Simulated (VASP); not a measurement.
These are HSE06 screened hybrid, VASP's PBE PAW potentials (set 64) (plane waves; VASP 6.6.1) values and carry that method's errors.

Input for VASP

### KPOINTS
```
K-points
0
G
1 1 1
0 0 0
```

**INCAR**
```
AEXX = 0.25
ALGO = Normal
EDIFF = 1E-5
ENCUT = 400
GGA = PE
HFSCREEN = 0.2
ISIF = 0
ISMEAR = 0
ISYM = 0
LASPH = .True.
LCHARG = .False.
LHFCALC = .True.
LREAL = Auto
LWAVE = .False.
NELECT = 288.0
NELM = 50
NELMIN = 4
PREC = Normal
PRECFOCK = Fast
SIGMA = 0.05
SYSTEM = Al35N36Si
```

File POSCAR:
```
Al35N36Si
1
    4.6932676572    -8.1289780182     0.0000000000
    4.6932676572     8.1289780182     0.0000000000
    0.0000000000     0.0000000000    10.0192026154
Al N Si
35 36 1
Direct
  0.2219631584   0.1106564597   0.2492494644
  0.1112371242   0.2222340922   0.9996323949
  0.2217360882   0.1103066719   0.7504365441
  0.1112400053   0.2200699188   0.5004772823
  0.2237090873   0.4451465679   0.2479846966
  0.1111994486   0.5555020729   0.9995489599
  0.2196930233   0.4429630853   0.7487236559
  0.1112143048   0.5572526518   0.5005823674
  0.2219650948   0.7776520621   0.2493054601
  0.1109940467   0.8887111377   0.9998306619
  0.2218232591   0.7776865717   0.7504689228
  0.1106963726   0.8883614169   0.4998151110
  0.5559901814   0.1111584897   0.2491330030
  0.4442801109   0.2222403781   0.9996336324
  0.5554489898   0.1107884475   0.7503043509
  0.4419284256   0.2200516039   0.5004993568
  0.5544001127   0.4450080120   0.2480146987
  0.4442386846   0.5552974615   0.9990956993
  0.5561714113   0.4428638659   0.7486984120
  0.5545190232   0.7756795506   0.2480030635
  0.4443055252   0.8884562387   0.9997284599
  0.5562508137   0.7793890147   0.7487357267
  0.4419757206   0.8879383339   0.5005392500
  0.8884452542   0.1111583680   0.2490254559
  0.7777303441   0.2221704693   0.9996194235
  0.8885146154   0.1108213445   0.7501979315
  0.7774819601   0.2218538266   0.5005710032
  0.8884112196   0.4438399593   0.2490829364
  0.7773362209   0.5554645752   0.9997529541
  0.8884103847   0.4440286453   0.7502519734
  0.7790104711   0.5572591370   0.5005628280
  0.8889098981   0.7777134703   0.2493816515
  0.7774086059   0.8884821780   0.9996279412
  0.8889147301   0.7775947248   0.7505852841
  0.7790465610   0.8879902974   0.5005980809
  0.2217852800   0.1104917556   0.4407718855
  0.1114917079   0.2231766670   0.1922328093
  0.2222062315   0.1111374347   0.9416123152
  0.1109674282   0.2218346965   0.6906759459
  0.2352308029   0.4507214862   0.4446238195
  0.1114177733   0.5547918155   0.1921223432
  0.2231922145   0.4448256100   0.9392519310
  0.1109400592   0.5553629468   0.6908014507
  0.2218486417   0.7773717972   0.4408327324
  0.1109609980   0.8886613778   0.1913172255
  0.2222979140   0.7775877115   0.9416073853
  0.1107208750   0.8884279619   0.6911145198
  0.5553829047   0.1106937793   0.4411981407
  0.4449120946   0.2230927387   0.1922383303
  0.5551162662   0.1107364349   0.9416006776
  0.4439887951   0.2217452796   0.6906971843
  0.5484306366   0.4506470544   0.4446664026
  0.4441713673   0.5552583984   0.1897055648
  0.5547776661   0.4448037885   0.9392732349
  0.4440076969   0.5550401477   0.6796656017
  0.5484877980   0.7638861426   0.4446360096
  0.4449642552   0.8881192575   0.1923158462
  0.5547738938   0.7763497075   0.9393207259
  0.4440846465   0.8883079657   0.6907234937
  0.8884653374   0.1107229576   0.4411406987
  0.7777072707   0.2221225773   0.1911110486
  0.8889290481   0.1107784494   0.9414905020
  0.7775049149   0.2219059015   0.6914596288
  0.8885122879   0.4439774144   0.4411900870
  0.7763756733   0.5548217677   0.1923326491
  0.8888762313   0.4447276874   0.9415266720
  0.7772804490   0.5553456212   0.6907399754
  0.8885739748   0.7774356590   0.4408948742
  0.7764672112   0.8881597654   0.1921968045
  0.8885126592   0.7775227604   0.9417193993
  0.7773136929   0.8882915811   0.6907919801
  0.4440400247   0.5549968013   0.5009194670
```

POTCAR, in this order: Al N Si (PBE.64 set). Program: vasp_gam. Read from the step before: WAVECAR.

The cell is charged, with a uniform compensating background. The supercell is sampled at Γ alone, which is coarse: total energies, pressure and levels can be off, energies of defects by several tenths of an eV.

Q: Predict the energy per atom (σ→0).

A: 
- energy per atom (σ→0): -8.833 eV/atom

### OSZICAR
```
...
DAV:   4    -0.635949841416E+03    0.74170E-02   -0.37299E-03   407   0.142E-01    0.123E+01
DAV:   5    -0.635947517557E+03    0.23239E-02   -0.83125E-04   412   0.656E-02    0.721E+00
DAV:   6    -0.635946717883E+03    0.79967E-03   -0.21152E-04   407   0.383E-02    0.418E+00
DAV:   7    -0.635946460449E+03    0.25743E-03   -0.88613E-05   407   0.250E-02    0.241E+00
DAV:   8    -0.635946379497E+03    0.80952E-04   -0.21590E-05   247   0.140E-02    0.141E+00
DAV:   9    -0.635946355464E+03    0.24033E-04   -0.15095E-05   220   0.119E-02    0.808E-01
DAV:  10    -0.635946350829E+03    0.46347E-05   -0.64604E-06   223   0.696E-03
   1 F= -.63594635E+03 E0= -.63594635E+03  d E =-.406930E-17
```

The cell is a supercell with a defect, built from AlN (wurtzite): Si_Al, charge +1. The cell's shape comes from a PBE relaxation. The run is not spin-polarised, so no state with unpaired spins was tried.
